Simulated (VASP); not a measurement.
Method: PBE GGA with D3 dispersion (Becke-Johnson damping), VASP's PBE PAW potentials (set 64) (plane waves; VASP).

VASP input:

**INCAR**
```
SYSTEM = GaP
PREC = Accurate; ENCUT = 520; LREAL = F
LASPH = T
EDIFF = 1E-7; NELM = 100; ALGO = Normal
LMAXMIX = 4
ISMEAR = -5
GGA = PE; IVDW = 12
ISIF = 2
LWAVE = F; LCHARG = T; LORBIT = 11
NEDOS = 601
```

### POSCAR
```
GaP
2.7225720
  0.0000000000   1.0000001566   1.0000001566
  1.0000001566   0.0000000000   1.0000001566
  1.0000001566   1.0000001566   0.0000000000
Ga P
1 1
Direct
  0.0000000000   0.0000000000   0.0000000000
  0.2500000000   0.2500000000   0.2500000000
```

**KPOINTS**
```
Automatic mesh
0
G
 9 9 9
```

POTCAR, in this order: Ga_d P (PBE.64 set). Program: vasp_std.

What VASP printed:

OSZICAR:
```
       N       E                     dE             d eps       ncg     rms          rms(c)
DAV:   1     0.826818201470E+02    0.82682E+02   -0.95543E+03   918   0.201E+03
DAV:   2    -0.300589942178E+01   -0.85688E+02   -0.82388E+02   995   0.341E+02
DAV:   3    -0.926310097960E+01   -0.62572E+01   -0.62297E+01  1120   0.766E+01
DAV:   4    -0.938338894040E+01   -0.12029E+00   -0.12023E+00  1110   0.115E+01
DAV:   5    -0.938534983534E+01   -0.19609E-02   -0.19606E-02  1154   0.120E+00    0.427E+00
DAV:   6    -0.914199469647E+01    0.24336E+00   -0.46831E-01  1376   0.129E+01    0.282E+00
DAV:   7    -0.911504265889E+01    0.26952E-01   -0.11523E-01  1173   0.254E+00    0.113E+00
DAV:   8    -0.911509158003E+01   -0.48921E-04   -0.14544E-02  1073   0.181E+00    0.170E-01
DAV:   9    -0.911546133987E+01   -0.36976E-03   -0.15892E-03  1160   0.692E-01    0.890E-02
DAV:  10    -0.911552250249E+01   -0.61163E-04   -0.12830E-04  1339   0.126E-01    0.416E-02
DAV:  11    -0.911559369136E+01   -0.71189E-04   -0.10446E-04   995   0.105E-01    0.646E-03
DAV:  12    -0.911559310815E+01    0.58321E-06   -0.40927E-06  1257   0.344E-02    0.275E-03
DAV:  13    -0.911559351872E+01   -0.41057E-06   -0.12683E-06  1020   0.111E-02    0.168E-03
DAV:  14    -0.911559345012E+01    0.68607E-07   -0.83631E-08   750   0.406E-03
   1 F= -.97506142E+01 E0= -.97506142E+01  d E =0.000000E+00
```

### OUTCAR
```
------------------------ aborting loop because EDIFF is reached ----------------------------------------
 Edisp (eV)   -0.63502
  FORCE on cell =-STRESS in cart. coord.  units (eV):
  Direction    XX          YY          ZZ          XY          YZ          ZX
  --------------------------------------------------------------------------------------
  Total       0.00109     0.00109     0.00109     0.00000    -0.00000     0.00000
  in kB       0.04310     0.04310     0.04310     0.00000    -0.00000     0.00000
  external pressure =        0.04 kB  Pullay stress =        0.00 kB
  volume of cell :       40.36
      direct lattice vectors                 reciprocal lattice vectors
     0.000000000  2.722572426  2.722572426    -0.183649843  0.183649843  0.183649843
     2.722572426  0.000000000  2.722572426     0.183649843 -0.183649843  0.183649843
     2.722572426  2.722572426  0.000000000     0.183649843  0.183649843 -0.183649843
  FREE ENERGIE OF THE ION-ELECTRON SYSTEM (eV)
  ---------------------------------------------------
  free  energy   TOTEN  =        -9.7506141899 eV

  energy  without entropy=       -9.7506141899  energy(sigma->0) =       -9.75061419

 total charge

# of ion       s       p       d       tot
------------------------------------------
    1        0.862   0.852  10.013  11.726
    2        1.021   1.526   0.000   2.547
--------------------------------------------------
tot          1.882   2.378  10.013  14.273
```
(Selected blocks of OUTCAR.)

The compound is GaP in the zinc blende structure. It was relaxed first.
